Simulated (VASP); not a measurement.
Here is a VASP 6.6.1 calculation.

Contents of INCAR:

```
ALGO     = Normal         # electronic algorithm
EDIFF    = 1E-6           # SCF threshold, eV
ENCUT    = 520            # plane-wave cutoff, eV
ISIF     = 2              # what is computed and relaxed
ISMEAR   = 0              # smearing method
KPAR     = 8            
LASPH    = T              # aspherical terms in the spheres
LCHARG   = F              # write CHGCAR
LMIXTAU  = T            
LREAL    = F              # projectors in reciprocal space
LWAVE    = F              # write WAVECAR
METAGGA  = R2SCAN         # meta-GGA
NBANDS   = 30             # bands
NELM     = 150            # most SCF steps
PREC     = Accurate       # precision mode
SIGMA    = 0.03           # smearing width, eV
```

KPOINTS

```
k-points
0
Gamma
  8 8 8
```

The input POSCAR:

```
In2Te2O
1.0
   -2.2422900000      6.2117000000      3.0026900000
    2.2422900000     -6.2117000000      3.0026900000
    2.2422900000      6.2117000000     -3.0026900000
In Te O
2 2 1
Direct
    0.1831410000      0.0396860000      0.1434550000
    0.8962310000      0.0396860000      0.8565450000
    0.8842900000      0.2350840000      0.6492060000
    0.5858790000      0.2350840000      0.3507940000
    0.2004600000      0.2004600000      0.0000000000
```

Potentials or basis: VASP PAW PBE potentials, release 64 (In_d, Te, O).

Run with:

```sh
$ cat potpaw_PBE.64/In_d/POTCAR potpaw_PBE.64/Te/POTCAR potpaw_PBE.64/O/POTCAR > POTCAR
$ mpirun -np 8 vasp_std > vasp.out
```

(1) Estimate the pressure.

(2) What does it give for the band gap on the k mesh?

Answers

(1) -1.5 GPa.

(2) 1.46 eV, indirect (least direct gap 1.51 eV).

Caveat: the PAW data sets were made with another functional, which shifts forces and pressure a little; spin-orbit coupling is left out, which moves the levels of the heavy elements.
